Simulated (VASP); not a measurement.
A convergence study with VASP on ZnS (wurtzite): one setting is varied, all else stays as given below, so the limit is that of these other settings.

```
ZnS
1.0
    1.91000    -3.30822     0.00000
    1.91000     3.30822     0.00000
    0.00000     0.00000     6.26000
Zn S
2 2
Direct
  0.66667   0.33333   0.50000
  0.33333   0.66667   0.00000
  0.66667   0.33333   0.87500
  0.33333   0.66667   0.37500
```

Method: PBE GGA, VASP's PBE PAW potentials (set 64) (plane waves; VASP). The tightest run used: 550 eV cut-off, 16×16×8 Γ-centred mesh, Gaussian smearing of 0.050 eV, potentials Zn S.

```json
[
 {"setting": "1×1×1 mesh", "E (eV/atom)": "-0.0736", "pressure (GPa)": "29.23", "irreducible k-points": "1"},
 {"setting": "2×2×1 mesh", "E (eV/atom)": "-3.1674", "pressure (GPa)": "3.33", "irreducible k-points": "2"},
 {"setting": "3×3×2 mesh", "E (eV/atom)": "-3.3656", "pressure (GPa)": "2.26", "irreducible k-points": "6"},
 {"setting": "4×4×2 mesh", "E (eV/atom)": "-3.4093", "pressure (GPa)": "1.77", "irreducible k-points": "8"}
]
```

Q: These are the cheaper rows. Estimate the results at 16×16×8 mesh, and how far the last row shown lies from them.

A: 
```
quantity        tightest run  last row shown is off by
--------------  ------------  ------------------------
E (eV/atom)          -3.4212                    0.0118
pressure (GPa)          1.64                      0.12
```

Left out are rungs that failed or repeat a setting and relaxations that didn't move; long series are thinned to 24 rows.

The compound is ZnS in the wurtzite structure, the high-temperature form. The cell was not relaxed at this level.
